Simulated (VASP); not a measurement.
# A VASP study of CuPPbSe (PBE): structure first, properties next, part 2 of 4

Aim: relax CuPPbSe, then compute properties on the relaxed cell. The cell is invented: it takes the structure of a Materials Project entry for CuGePSe (space group 160 there), with some of its atoms replaced by other elements, volume scaled by an estimate. It may not be a known or stable phase. Left out of this account: 1 further run (vcrelax: a spoilt try).

VASP 6.6.1; PBE, no spin polarisation; plane waves and PAW (Pb_d, Se, Cu, P); invented cell.

Still holding for the runs below: This run has no spin polarisation, although Cu can carry a moment. The k-mesh is coarse for a metal.

So far. Step 2 (Relaxing cell and atoms (PBE)): It ends with a largest force of 0.008 eV/Å and a pressure of -0.03 GPa. The relaxed cell has a = 4.148, c = 20.385 Å (conventional setting).

### 3. Second relaxation

The basis stayed that of the start cell while the cell moved. A rerun from the cell reached resets it; the error of the finite cutoff stays.

INCAR reads:

```
SYSTEM = CuPPbSe
PREC = Accurate
ENCUT = 400
EDIFF = 1E-06
NELM = 100
ISMEAR = -1
SIGMA = 0.05
LREAL = .FALSE.
ALGO = Normal
GGA = PE
NBANDS = 24
LORBIT = 11
LWAVE = .FALSE.
LCHARG = .FALSE.
KPAR = 2
IBRION = 2
NSW = 60
ISIF = 3
EDIFFG = -0.01
```

POSCAR reads:

```
CuPPbSe
1.0
    2.0739064431      1.1973705820      6.7950359558
   -2.0739064431      1.1973705820      6.7950359558
    0.0000000000     -2.3947411641      6.7950359558
Pb Se Cu P
1 1 1 1
Direct
    0.5021467609      0.5021467609      0.5021467609
    0.6378425153      0.6378425153      0.6378425153
    0.9996635457      0.9996635457      0.9996635457
    0.1103481780      0.1103481780      0.1103481780
```

KPOINTS reads:

```
Automatic mesh
0
Gamma
6 6 6
0 0 0
```

The projector-augmented-wave data sets are Pb_d, Se, Cu and P (PBE family, release 64).

The run is started by

```bash
$ mpirun -np 2 vasp_std
```

What it wrote:

```text
[... set-up lines as in an earlier step ...]
 entering main loop
       N       E                     dE             d eps       ncg     rms          rms(c)
DAV:   1     0.289580288892E+03    0.28958E+03   -0.14187E+04  1536   0.137E+03
DAV:   2     0.972409277118E+01   -0.27986E+03   -0.27111E+03  1544   0.349E+02
DAV:   3    -0.168828562567E+02   -0.26607E+02   -0.26023E+02  2176   0.129E+02
DAV:   4    -0.178935034469E+02   -0.10106E+01   -0.10080E+01  1712   0.276E+01
DAV:   5    -0.179431137733E+02   -0.49610E-01   -0.49599E-01  2368   0.594E+00    0.128E+01
DAV:   6    -0.206662179386E+02   -0.27231E+01   -0.48174E+01  1840   0.153E+02    0.117E+01
DAV:   7    -0.166498163184E+02    0.40164E+01   -0.11273E+01  1808   0.781E+01    0.484E+00
DAV:   8    -0.162668276960E+02    0.38299E+00   -0.30293E+00  2464   0.425E+01    0.205E+00
DAV:   9    -0.162991022844E+02   -0.32275E-01   -0.65512E-01  2280   0.152E+01    0.101E+00
DAV:  10    -0.162835246167E+02    0.15578E-01   -0.96766E-02  2280   0.815E+00    0.208E-01
DAV:  11    -0.162850502127E+02   -0.15256E-02   -0.12615E-02  1720   0.733E-01    0.178E-01
DAV:  12    -0.162851429111E+02   -0.92698E-04   -0.41439E-03  2216   0.180E+00    0.117E-01
DAV:  13    -0.162850016107E+02    0.14130E-03   -0.11824E-03  2544   0.715E-01    0.294E-02
DAV:  14    -0.162849967681E+02    0.48426E-05   -0.15469E-04  2464   0.246E-01    0.993E-03
DAV:  15    -0.162850001507E+02   -0.33825E-05   -0.32242E-05  2296   0.691E-02    0.532E-03
DAV:  16    -0.162850007013E+02   -0.55066E-06   -0.15655E-06  1320   0.224E-02
   1 F= -.16285001E+02 E0= -.16280322E+02  d E =-.162850E+02
 curvature:   0.00 expect dE= 0.000E+00 dE for cont linesearch  0.000E+00
 trial: gam= 0.00000 g(F)=  0.506E-05 g(S)=  0.101E-03 ort = 0.000E+00 (trialstep = 0.100E+01)
 search vector abs. value=  0.106E-03
 bond charge predicted
       N       E                     dE             d eps       ncg     rms          rms(c)
DAV:   1    -0.162866806001E+02   -0.16804E-02   -0.37966E-02  1624   0.386E+00    0.321E-01
DAV:   2    -0.162867576631E+02   -0.77063E-04   -0.21351E-02  1688   0.411E+00    0.284E-01
DAV:   3    -0.162850252561E+02    0.17324E-02   -0.78685E-03  1880   0.266E+00    0.735E-02
DAV:   4    -0.162849607578E+02    0.64498E-04   -0.62132E-04  2152   0.302E-01    0.334E-02
DAV:   5    -0.162849485542E+02    0.12204E-04   -0.47590E-05  2144   0.186E-01    0.103E-02
DAV:   6    -0.162849499680E+02   -0.14138E-05   -0.12839E-05  1968   0.254E-02    0.322E-03
DAV:   7    -0.162849502081E+02   -0.24015E-06   -0.47877E-07   888   0.924E-03
   2 F= -.16284950E+02 E0= -.16280293E+02  d E =0.504932E-04
 trial-energy change:    0.000050  1 .order    0.000011   -0.000106    0.000128
 step:   0.2588(harm=  0.4524)  dis= 0.00007  next Energy=   -16.285014 (dE=-0.130E-04)
 bond charge predicted
       N       E                     dE             d eps       ncg     rms          rms(c)
DAV:   1    -0.162859532647E+02   -0.10033E-02   -0.20942E-02  1616   0.288E+00    0.236E-01
DAV:   2    -0.162859712792E+02   -0.18015E-04   -0.11328E-02  1688   0.303E+00    0.210E-01
DAV:   3    -0.162850555452E+02    0.91573E-03   -0.43644E-03  1888   0.194E+00    0.580E-02
DAV:   4    -0.162850095797E+02    0.45966E-04   -0.32998E-04  2208   0.259E-01    0.226E-02
DAV:   5    -0.162850021447E+02    0.74350E-05   -0.21365E-05  2312   0.118E-01    0.753E-03
DAV:   6    -0.162850004936E+02    0.16510E-05   -0.59397E-06  1872   0.183E-02    0.272E-03
DAV:   7    -0.162850002394E+02    0.25418E-06   -0.25427E-07   848   0.688E-03
   3 F= -.16285000E+02 E0= -.16280328E+02  d E =0.461881E-06
 curvature:  -0.20 expect dE=-0.181E-05 dE for cont linesearch -0.867E-06
 trial: gam= 0.00000 g(F)=  0.263E-05 g(S)=  0.651E-05 ort =-0.215E-04 (trialstep = 0.852E+00)
 search vector abs. value=  0.914E-05
 reached required accuracy - stopping structural energy minimisation
```

Run time: 2.1 min. Hardware: 2 MPI ranks of Intel Xeon Platinum 8488C (Sapphire Rapids), shared host; peak memory 0.74 GiB.

Parts of OUTCAR (step 3):

```text
  LATTYP: Found a trigonal (rhomboedric) cell.
 ALAT       =     7.2046719485
 COS(alpha) =     0.8342780759

The static configuration has the point symmetry C_3v.

 Found     32 irreducible k-points:

   ENCUT  =  400.0 eV  29.40 Ry    5.42 a.u.  11.75 11.75 11.75*2*pi/ulx,y,z

   NELECT =      36.0000    total number of electrons

 E-fermi :   4.3568

 k-point     1 :       0.0000    0.0000    0.0000
  band No.  band energies     occupation
    ...
     13       1.7592      2.00000
     14       3.0032      2.00000
     15       3.1689      2.00000
     16       3.1689      2.00000
     17       4.3257      1.30134
     18       4.6021      0.01469
     19       4.6021      0.01469
     20       6.1732      0.00000
     21       7.4922      0.00000
     22       7.4922      0.00000
    ...

 k-point     2 :       0.1667   -0.0000    0.0000
  band No.  band energies     occupation
    ...
     14       2.0981      2.00000
     15       2.9050      2.00000
     16       3.2169      2.00000
     17       3.9159      1.99970
     18       4.1518      1.96735
     19       4.8291      0.00016
     20       6.6017      0.00000
     21       7.6270      0.00000
     22       8.0902      0.00000
     23       8.5579      0.00000
    ...

  Total        0.0146133      0.0146133      0.0106075      0.0000000     -0.0000000      0.0000000
  in kB        0.2313731      0.2313732      0.1679496      0.0000000     -0.0000000      0.0000000
  external PRESSURE =       0.2102319 kB  Pullay stress =       0.0000000 kB

  energy-cutoff  :      400.00
  volume of cell :      101.19
      direct lattice vectors                 reciprocal lattice vectors
     2.073577081  1.197180425  6.793839760     0.241129208  0.139215997  0.049064056
    -2.073577081  1.197180425  6.793839760    -0.241129208  0.139215997  0.049064056
     0.000000000 -2.394360850  6.793839760     0.000000000 -0.278431994  0.049064056

 POSITION                                       TOTAL-FORCE (eV/Angst)
 -----------------------------------------------------------------------------------
      0.00000     -0.00000     10.23442         0.000000      0.000000     -0.006006
      0.00000     -0.00000     13.00024         0.000000     -0.000000      0.002523
      0.00000     -0.00000     20.37473         0.000000     -0.000000      0.003488
      0.00000     -0.00000      2.24905         0.000000      0.000000     -0.000005
 -----------------------------------------------------------------------------------
    total drift:                                0.000000     -0.000010      0.000888

  FREE ENERGIE OF THE ION-ELECTRON SYSTEM (eV)
  ---------------------------------------------------
  free  energy   TOTEN  =       -16.2850002394 eV

  energy  without entropy=      -16.2756567096  energy(sigma->0) =      -16.28032847

 total charge
# of ion       s       p       d       tot
------------------------------------------
    1        1.304   0.855   9.843  12.001
    2        1.461   2.296   0.039   3.797
    3        0.396   0.349   9.194   9.938
    4        1.084   1.373   0.000   2.457
--------------------------------------------------
tot          4.245   4.873  19.076  28.193

[... 4 parts as in an earlier step ...]

[... 7 further parts left out ...]
```

CONTCAR:

```
CuPPbSe
   1.00000000000000
     2.0735770811740100    1.1971804247372337    6.7938397602564127
    -2.0735770811740100    1.1971804247372337    6.7938397602564127
     0.0000000000000000   -2.3943608495744342    6.7938397602564100
  Pb              Se              Cu              P
     1     1     1     1
Direct
     0.5021419232578470    0.5021419232578470    0.5021419232578470
     0.6378444673752113    0.6378444673752113    0.6378444673752113
     0.9996669611528899    0.9996669611528899    0.9996669611528899
     0.1103476481140546    0.1103476481140546    0.1103476481140546
```

Little changed from the start: no atom moved by 0.005 Å and no cell edge by 0.1 %.

Numbers from this step:

```
free energy (TOTEN)             : -16.29 eV
Fermi energy                    : 4.357 eV
pressure                        : 0.02102 GPa
SCF cycles over all ionic steps : 30
```

It ends with a largest force of 0.006 eV/Å and a pressure of 0.02 GPa. The volume moved by only 0.05 %, so the volume is settled.

### 4. Single point with fields (PBE)

The relaxed cell gets a fresh self-consistent run, on a basis set for its own volume, to fix the density and to check the remaining stress.

Edit INCAR of step 3 so:

```diff
@@ -13,7 +13,5 @@
 LWAVE = .FALSE.
-LCHARG = .FALSE.
-KPAR = 2
-IBRION = 2
-NSW = 60
-ISIF = 3
-EDIFFG = -0.01
+LCHARG = .TRUE.
+ISIF = 2
+LELF = .TRUE.
+LVHAR = .TRUE.
```

POSCAR reads:

```
CuPPbSe
1.0
    2.0735770812      1.1971804247      6.7938397603
   -2.0735770812      1.1971804247      6.7938397603
    0.0000000000     -2.3943608496      6.7938397603
Pb Se Cu P
1 1 1 1
Direct
    0.5021419233      0.5021419233      0.5021419233
    0.6378444674      0.6378444674      0.6378444674
    0.9996669612      0.9996669612      0.9996669612
    0.1103476481      0.1103476481      0.1103476481
```

KPOINTS is that of step 3.

The run is started by

```bash
$ mpirun -np 2 vasp_std
```

What it wrote:

```text
[banner, memory and clock lines left out]
running    2 mpi-ranks, on    1 nodes
 distrk:  each k-point on    2 cores,    1 groups
 distr:  one band on    1 cores,    2 groups

 POSCAR found type information on POSCAR PbSeCuP
 POSCAR found :  4 types and       4 ions
 LDA part: xc-table for (Slater+PW92), standard interpolation
 POSCAR, INCAR and KPOINTS ok, starting setup
 FFT: planning ... GRIDC
 FFT: planning ... GRID_SOFT
 FFT: planning ... GRID
 WAVECAR not read
 entering main loop
       N       E                     dE             d eps       ncg     rms          rms(c)
DAV:   1     0.287222997588E+03    0.28722E+03   -0.14171E+04  1536   0.135E+03
DAV:   2     0.952594430178E+01   -0.27770E+03   -0.26905E+03  1552   0.348E+02
DAV:   3    -0.168647074686E+02   -0.26391E+02   -0.25755E+02  2144   0.128E+02
DAV:   4    -0.178928466936E+02   -0.10281E+01   -0.10253E+01  1744   0.281E+01
DAV:   5    -0.179428397742E+02   -0.49993E-01   -0.49985E-01  2344   0.595E+00    0.128E+01
DAV:   6    -0.206609380615E+02   -0.27181E+01   -0.48222E+01  1824   0.153E+02    0.117E+01
DAV:   7    -0.166478411853E+02    0.40131E+01   -0.11276E+01  1800   0.781E+01    0.484E+00
DAV:   8    -0.162669733676E+02    0.38087E+00   -0.30371E+00  2456   0.425E+01    0.205E+00
DAV:   9    -0.162992175863E+02   -0.32244E-01   -0.65626E-01  2304   0.152E+01    0.102E+00
DAV:  10    -0.162834569181E+02    0.15761E-01   -0.97029E-02  2288   0.816E+00    0.208E-01
DAV:  11    -0.162850028996E+02   -0.15460E-02   -0.12703E-02  1712   0.734E-01    0.179E-01
DAV:  12    -0.162850881266E+02   -0.85227E-04   -0.41497E-03  2192   0.180E+00    0.116E-01
DAV:  13    -0.162849512443E+02    0.13688E-03   -0.11806E-03  2520   0.716E-01    0.281E-02
DAV:  14    -0.162849476596E+02    0.35847E-05   -0.14952E-04  2456   0.235E-01    0.969E-03
DAV:  15    -0.162849509300E+02   -0.32704E-05   -0.29805E-05  2264   0.639E-02    0.536E-03
DAV:  16    -0.162849514886E+02   -0.55861E-06   -0.14614E-06  1328   0.207E-02
   1 F= -.16284951E+02 E0= -.16280277E+02  d E =-.934862E-02
```

Elapsed: 76 s, on 2 MPI ranks; peak memory 0.49 GiB; 2.4 min of CPU time.

Parts of OUTCAR (step 4):

```text
  LATTYP: Found a trigonal (rhomboedric) cell.
 ALAT       =     7.2034173536
 COS(alpha) =     0.8342729959

The static configuration has the point symmetry C_3v.

 Found     32 irreducible k-points:

   NELECT =      36.0000    total number of electrons

 E-fermi :   4.3570

 k-point     1 :       0.0000    0.0000    0.0000
  band No.  band energies     occupation
    ...
     13       1.7602      2.00000
     14       3.0031      2.00000
     15       3.1689      2.00000
     16       3.1689      2.00000
     17       4.3260      1.30085
     18       4.6024      0.01466
     19       4.6024      0.01466
     20       6.1731      0.00000
     21       7.4921      0.00000
     22       7.4921      0.00000
    ...

 k-point     2 :       0.1667    0.0000    0.0000
  band No.  band energies     occupation
    ...
     14       2.0990      2.00000
     15       2.9051      2.00000
     16       3.2175      2.00000
     17       3.9161      1.99970
     18       4.1522      1.96726
     19       4.8291      0.00016
     20       6.6016      0.00000
     21       7.6269      0.00000
     22       8.0901      0.00000
     23       8.5579      0.00000
    ...

  Total       -0.0360877     -0.0360877     -0.0387460     -0.0000000      0.0000000      0.0000000
  in kB       -0.5713780     -0.5713781     -0.6134677     -0.0000000      0.0000000      0.0000000
  external PRESSURE =      -0.5854079 kB  Pullay stress =       0.0000000 kB

 POSITION                                       TOTAL-FORCE (eV/Angst)
 -----------------------------------------------------------------------------------
      0.00000     -0.00000     10.23442         0.000000      0.000000     -0.005877
      0.00000     -0.00000     13.00024         0.000000     -0.000000      0.003008
      0.00000     -0.00000     20.37473         0.000000     -0.000000      0.003827
      0.00000     -0.00000      2.24905         0.000000      0.000000     -0.000958
 -----------------------------------------------------------------------------------
    total drift:                               -0.000000     -0.000010      0.001219

  FREE ENERGIE OF THE ION-ELECTRON SYSTEM (eV)
  ---------------------------------------------------
  free  energy   TOTEN  =       -16.2849514886 eV

  energy  without entropy=      -16.2756028704  energy(sigma->0) =      -16.28027718

 total charge
# of ion       s       p       d       tot
------------------------------------------
    1        1.304   0.855   9.843  12.002
    2        1.461   2.296   0.039   3.797
    3        0.396   0.349   9.193   9.938
    4        1.084   1.373   0.000   2.458
--------------------------------------------------
tot          4.245   4.873  19.076  28.193

[... 6 parts as in an earlier step ...]

[... 6 further parts left out ...]
```

This step gave:

```yaml
scf_cycles: 16
free_energy_toten: -16.28 eV
pressure: -0.05854 GPa
```

Valence electrons inside each PAW sphere by angular momentum. Sphere charges, by row:

```tsv
atom	s (e)	p (e)	d (e)	tot (e)
Pb1	1.304	0.855	9.843	12
Se2	1.461	2.296	0.039	3.797
Cu3	0.396	0.349	9.193	9.938
P4	1.084	1.373	0	2.458
```

ELF in the ac plane of the conventional cell at fractional y = 0.000, with atoms of Pb and Se and Cu and P within 0.2 Å of it. It is the smooth field of the valence electrons, not physical close to the nuclei.

Ten even steps from '_' (0.01) to '@' (0.85), each cell a mean:
```
....::::::::----::::::::....
%%%%##**--..______::++####%%
==##@@@@##--....::++%%@@%%++
##%%%%##++--------==**%%%%##
--::::::::----==----::::::::
________..::::::::..________
______::==++******++--..____
____..::==++******++--..____
______....::::::::::..______
______..::----==--::..______
----::--==**####**++--::----
::::========++++++======--::
----====--::......::==++==::
++++==--::..______..::==++++
%%@@@@%%**--....::==##%%@@%%
##%%@@@@**--....::==%%@@@@##
####**==::::::::..::--++**##
______..::--======::..______
______::==**######++--..____
____..::--==++++====--..____
______..::----------::..____
________....::::::....______
......::==++******++--::....
____..::--**##%%##++::....__
```
Columns run along a (4.1 Å), rows up along c (20.4 Å), edges of the conventional cell, whose origin can differ from the input's. Atoms in or near the plane, at fractional coordinates: Pb at (0.00, 0.50), Se at (0.00, 0.36), Cu at (0.00, 0.00), P at (0.00, 0.89).

Electrostatic potential energy in the ac plane of the conventional cell at fractional y = 0.000, with atoms of Pb and Se and Cu and P within 0.2 Å of it. With pseudopotentials it is smooth inside the atoms' cores, unlike the true potential.

Values in eV, 24 rows by 14 columns, each cell a mean:
```
-35 -28 -15  -2   2   3   3   3   3   3   1  -7 -21 -33
-22 -15  -5   0   3   4   4   4   4   3   2  -2  -9 -19
-59 -58 -35  -8   0   2   2   2   2   1  -3 -17 -51 -59
-26 -20  -7  -2  -1  -2  -2  -3  -2  -1  -1  -3 -13 -24
  2   3   2   2   0  -1  -2  -2  -2  -1   1   2   3   3
  4   4   4   3   3   2   2   2   2   3   3   4   4   4
  4   4   4   4   3   2   1   1   2   3   3   4   4   4
  4   4   4   3   2   0  -1  -2  -1   1   3   4   4   4
  4   4   4   4   3   2   1   1   2   3   4   4   4   4
  3   3   4   4   3   3   2   2   3   3   3   4   3   3
 -9  -7  -2   0   1   1   0  -1   0   1   1  -1  -4  -8
-57 -55 -42 -16  -3   0   1   1   1  -1  -7 -27 -50 -57
-55 -52 -38 -14  -2   1   2   3   2   0  -6 -24 -46 -54
 -7  -5  -2   1   2   3   4   4   3   3   1   0  -3  -6
-35 -33 -19  -4   2   3   4   4   3   3   0  -9 -27 -35
-32 -44 -34  -8   0   2   2   2   2   1  -2 -19 -43 -39
-10  -6  -1   2   3   3   2   2   2   3   2   1  -3  -8
  4   4   4   4   3   3   2   2   3   3   4   4   4   4
  4   4   3   3   2   0  -1  -1  -1   1   2   3   3   4
  3   3   2   1   0  -2  -3  -3  -2  -1   1   2   3   3
  3   3   2   2   0  -1  -2  -2  -2  -1   1   2   3   3
  3   3   3   3   3   2   2   2   2   3   3   3   3   3
 -2  -1   2   3   3   2   2   1   2   3   3   2   1  -2
-43 -36 -21  -4   1   1   0   0   1   1   0 -11 -28 -40
```
Columns run along a (4.1 Å; values clipped at the 3rd and 97th percentile), rows up along c (20.4 Å), edges of the conventional cell, whose origin can differ from the input's. Atoms in or near the plane, at fractional coordinates: Pb at (0.00, 0.50), Se at (0.00, 0.36), Cu at (0.00, 0.00), P at (0.00, 0.89).

Valence density in the ac plane of the conventional cell at fractional y = 0.000, with atoms of Pb and Se and Cu and P within 0.2 Å of it. It is the smooth field of the valence electrons, not physical close to the nuclei.

Values in units of 1e0 e/Å³, 24 rows by 14 columns, each cell a mean:
```
6.1 3.4 0.9 0.3 0.1 0.1 0.1 0.1 0.1 0.1 0.2 0.4 1.8 4.9
0.7 0.6 0.4 0.2 0.1 0.1 0.0 0.0 0.0 0.1 0.2 0.3 0.5 0.6
0.0 0.5 0.6 0.4 0.2 0.1 0.1 0.1 0.1 0.2 0.3 0.6 0.6 0.2
0.5 0.5 0.4 0.3 0.2 0.2 0.2 0.2 0.2 0.2 0.3 0.4 0.5 0.5
0.1 0.1 0.1 0.1 0.1 0.2 0.2 0.2 0.2 0.1 0.1 0.1 0.1 0.1
0.0 0.0 0.0 0.0 0.0 0.1 0.1 0.1 0.1 0.1 0.0 0.0 0.0 0.0
0.0 0.0 0.0 0.1 0.1 0.2 0.2 0.2 0.2 0.1 0.1 0.0 0.0 0.0
0.0 0.0 0.0 0.1 0.2 0.3 0.4 0.4 0.3 0.2 0.1 0.1 0.0 0.0
0.0 0.0 0.0 0.1 0.1 0.1 0.2 0.2 0.2 0.1 0.1 0.0 0.0 0.0
0.0 0.0 0.0 0.0 0.1 0.1 0.1 0.1 0.1 0.1 0.1 0.0 0.0 0.0
0.4 0.3 0.2 0.2 0.2 0.2 0.2 0.2 0.2 0.2 0.2 0.2 0.3 0.4
5.3 3.8 1.9 0.7 0.3 0.2 0.2 0.2 0.2 0.2 0.4 1.1 2.7 4.7
4.6 3.4 1.7 0.6 0.2 0.1 0.1 0.1 0.1 0.1 0.3 1.0 2.4 4.1
0.5 0.4 0.3 0.1 0.1 0.0 0.0 0.0 0.0 0.1 0.1 0.2 0.3 0.5
0.6 0.7 0.6 0.4 0.2 0.1 0.1 0.1 0.1 0.1 0.3 0.5 0.7 0.6
0.2 0.6 0.8 0.5 0.3 0.2 0.1 0.1 0.1 0.2 0.4 0.7 0.8 0.4
0.4 0.3 0.2 0.2 0.1 0.1 0.1 0.1 0.1 0.1 0.1 0.2 0.3 0.4
0.0 0.0 0.0 0.0 0.1 0.1 0.1 0.1 0.1 0.1 0.1 0.0 0.0 0.0
0.0 0.0 0.0 0.1 0.1 0.2 0.3 0.3 0.3 0.2 0.1 0.1 0.0 0.0
0.0 0.0 0.1 0.1 0.2 0.3 0.4 0.4 0.3 0.2 0.1 0.1 0.0 0.0
0.0 0.0 0.0 0.1 0.1 0.2 0.2 0.2 0.2 0.1 0.1 0.0 0.0 0.0
0.0 0.0 0.0 0.0 0.0 0.1 0.1 0.1 0.1 0.1 0.0 0.0 0.0 0.0
0.2 0.2 0.1 0.1 0.1 0.1 0.2 0.2 0.2 0.1 0.1 0.1 0.1 0.2
9.6 5.3 1.4 0.3 0.2 0.2 0.2 0.2 0.2 0.2 0.3 0.6 2.8 7.7
```
Columns run along a (4.1 Å), rows up along c (20.4 Å), edges of the conventional cell, whose origin can differ from the input's. Atoms in or near the plane, at fractional coordinates: Pb at (0.00, 0.50), Se at (0.00, 0.36), Cu at (0.00, 0.00), P at (0.00, 0.89).

In this run the pressure is -0.06 GPa, small enough to go on.

(Continued in part 3 of 4.)

[Lines on the potential files, build, host, timing and source positions are cut from VASP's logs without a mark.]

[Logs are printed without paths, hosts, clocks, repeated set-up lines and the standing remarks that a program may print on its own settings, such as how far it seeks lower states.]

[Hosts, paths, dates, database ids (printed as entryN), source tags and the programs' standing remarks are cut or masked in the printed files.]

[A measured line is paired with the nearest computed mode of its activity, which favours agreement.]
